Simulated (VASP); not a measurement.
Here is the system:

```yaml
crystal:
  lattice:
    - [3.49647, 0.00000, 0.00000]
    - [0.00000, 3.49647, 0.00000]
    - [0.00000, 0.00000, 3.49647]
  atoms:
    - { symbol: Fe, position: [0.00000, 0.00000, 0.00000], spin: 3.2 }
    - { symbol: Ni, position: [0.00000, 0.50000, 0.50000], spin: 0.7 }
    - { symbol: Ni, position: [0.50000, 0.00000, 0.50000], spin: 0.7 }
    - { symbol: Ni, position: [0.50000, 0.50000, 0.00000], spin: 0.7 }
```

Computed with SCAN meta-GGA, VASP's PBE PAW potentials (set 64) (plane waves; VASP 6.6.1). Run with 520 eV cut-off, 10×10×10 Γ-centred mesh, tetrahedra with Blöchl corrections, potentials Fe Ni.

### Question
Give the spin-up energies of bands 11 to 24 at the high-symmetry points, in eV from the Fermi level.

### Answer

| band | Γ | X | M | R |
|---|---|---|---|---|
| 11 | -2.45 | -3.65 | -3.60 | -3.22 |
| 12 | -2.45 | -2.69 | -3.55 | -3.22 |
| 13 | -1.41 | -2.69 | -3.55 | -1.51 |
| 14 | -1.41 | -2.60 | -2.49 | -1.51 |
| 15 | -1.37 | -2.27 | -2.49 | -1.49 |
| 16 | -1.37 | -2.27 | -2.49 | -1.49 |
| 17 | -1.37 | -2.17 | -2.36 | -1.49 |
| 18 | -1.31 | -2.14 | -2.36 | -1.36 |
| 19 | -1.22 | -2.08 | -2.16 | -1.36 |
| 20 | -1.22 | -1.55 | -1.97 | -1.36 |
| 21 | -1.22 | -1.37 | 0.31 | -0.84 |
| 22 | 2.11 | -1.22 | 0.37 | -0.84 |
| 23 | 2.11 | 7.66 | 0.38 | -0.84 |
| 24 | 2.11 | 7.66 | 0.38 | -0.67 |

### Question
Give the spin-down energies of bands 11 to 24 at the high-symmetry points, in eV from the Fermi level.

### Answer

```tsv
band	Γ	X	M	R
11	-0.94	-1.77	-2.45	-1.61
12	-0.94	-1.68	-1.89	-1.61
13	-0.07	-1.17	-1.63	-1.08
14	0.51	-1.04	-1.63	-1.08
15	0.51	-1.04	-1.40	-1.08
16	0.51	-0.68	-1.05	-0.97
17	1.27	-0.04	-0.56	0.17
18	1.27	-0.04	0.31	0.17
19	1.43	0.51	0.31	0.18
20	1.43	0.88	0.81	0.91
21	1.43	0.89	1.50	0.91
22	1.98	1.39	1.50	0.91
23	1.98	8.16	2.56	1.52
24	1.98	8.16	2.66	1.52
```

It has no gap at this level: it comes out as a metal or semimetal.

The compound is Ni3Fe in the L1_2 structure. It was relaxed first.
